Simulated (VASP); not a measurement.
AlN (wurtzite): the bulk modulus from VASP (plane waves, PAW) at several levels of theory. Static lattice, third-order Birch-Murnaghan fit over five volumes.  The measured value holds thermal and zero-point effects that the static calculation lacks.

| level | bulk modulus (GPa) | error against measurement |
|---|---|---|
| LDA | 211 | +1.3 % |
| PBE | 194 | -6.9 % |
| PBEsol | 201 | -3.2 % |
| RPBE | 186 | -10.4 % |
| AM05 | 200 | -3.7 % |
| PBE-D3(BJ) | 201 | -3.1 % |
| PBE-D4 | 202 | -2.8 % |
| optB88-vdW | 197 | -5.2 % |
| rev-vdW-DF2 | 197 | -5.1 % |
| revTPSS | 201 | -3.4 % |
| SCAN | 214 | +2.8 % |
| r2SCAN | 212 | +2.0 % |
| r2SCAN+rVV10 | 214 | +2.9 % |

Measured: 208 GPa (as given by J. Phys. Chem. B 108, 11506, doi 10.1021/jp048396e, abstract (bulk AlN value quoted)).

The cell of the LDA run:

Space group P6₃mc (No. 186); a = b = 3.0916 Å, c = 4.9510 Å, α = β = 90.00°, γ = 120.00°

| atom | site | symmetry | x | y | z |
|---|---|---|---|---|---|
| Al | 2b | 3m. | 0.3333 | 0.6667 | 0.0001 |
| N | 2b | 3m. | 0.3333 | 0.6667 | 0.3819 |

Only levels that ran to the end are used. Left out are those held back, those with too coarse a band path, GW runs whose mesh misses a band edge, hybrids' fits of cells that aren't cubic and levels without matching references; a question may draw on a part of the rest.

The compound is AlN in the wurtzite structure.
